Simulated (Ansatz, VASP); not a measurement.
YZrF2 in VASP and in Ansatz

The input INCAR:

```
PREC     = Accurate       # precision mode
ENCUT    = 600            # plane-wave cutoff, eV
EDIFF    = 1E-6           # SCF threshold, eV
ISMEAR   = 0              # smearing method
SIGMA    = 0.1            # smearing width, eV
LREAL    = F              # projectors in reciprocal space
LASPH    = T              # aspherical terms in the spheres
NELM     = 60             # most SCF steps
ALGO     = Normal         # electronic algorithm
ISIF     = 3              # what is computed and relaxed
LWAVE    = F              # write WAVECAR
LCHARG   = F              # write CHGCAR
GGA      = PE             # functional
IBRION   = 2              # ionic algorithm
NSW      = 90             # ionic steps
EDIFFG   = -0.04          # ionic threshold
```

File KPOINTS:

```
regular mesh
0
Gamma
  4 4 6
```

The input POSCAR:

```
YZrF2
1.0
    4.4604813600      0.0000000000      0.0000000000
    0.0000000000      4.4604813600      0.0000000000
    0.0000000000      0.0000000000      2.6276823800
Y Zr F
1 1 2
Direct
    0.5000000000      0.5000000000      0.5000000000
    0.0000000000      0.0000000000      0.0000000000
    0.5000000000      0.0000000000      0.0000000000
    0.0000000000      0.5000000000      0.0000000000
```

Input for Ansatz:

```yaml
crystal:
  lattice:
    - [4.46048136, 0.0, 0.0]
    - [0.0, 4.46048136, 0.0]
    - [0.0, 0.0, 2.62768238]
  atoms:
    - { symbol: "Y", position: [0.5, 0.5, 0.5] }
    - { symbol: Zr, position: [0.0, 0.0, 0.0] }
    - { symbol: F, position: [0.5, 0.0, 0.0] }
    - { symbol: F, position: [0.0, 0.5, 0.0] }
basis:
  ecutwfc: 420
kpoints:
  mp_grid: { grid: [4, 4, 6] }
hamiltonian:
  xc: pbe
scf:
  occupations: { method: gaussian, width: 0.1 }
  lower_state_search: "off"
output:
  forces: true
  stress: true
  eigenvalues: true
relax:
  adjacent_minimum: "off"
  f_tol: 0.04
  max_steps: 70
  cell: { stress_tol: 0.4 }
```

Alike in both runs: task relaxation of cell and atoms; functional PBE; k mesh 4 × 4 × 6; occupations gaussian, width 0.1 eV; no spin polarisation.

|  | VASP | Ansatz |
| --- | --- | --- |
| version | VASP 6.6.1 | Ansatz 0.2.0 |
| potentials or method | VASP PAW PBE potentials, release 64 (Y_sv, Zr_sv, F) | scalar-relativistic, plane waves, PAW |
| plane-wave cutoff (eV) | 600 | 420 |
| valence electrons in the cell | 37 | 37 |

```tsv
	VASP	Ansatz	Ansatz less VASP
gap on the k mesh at the Fermi level, each at its own relaxed structure (eV)	none	none	-
relaxed volume (Å³/atom)	16.71	17.06	+0.355
relaxed cell length with the largest relative difference (Å)	3.266	3.353	+0.0872
energy change over the relaxation (meV/atom)	-355	-372	-17.6
```

A gap of «none» marks a metal or a gap that the smearing closes.

Caveats: the k mesh is coarse (spacing up to 0.40 Å⁻¹), so the values aren't converged; the volume moved by over 15 % at a fixed basis, so the end points are rough (VASP); an odd number of electrons without spin polarisation forces a metal; a magnetic or distorted state may lie lower.
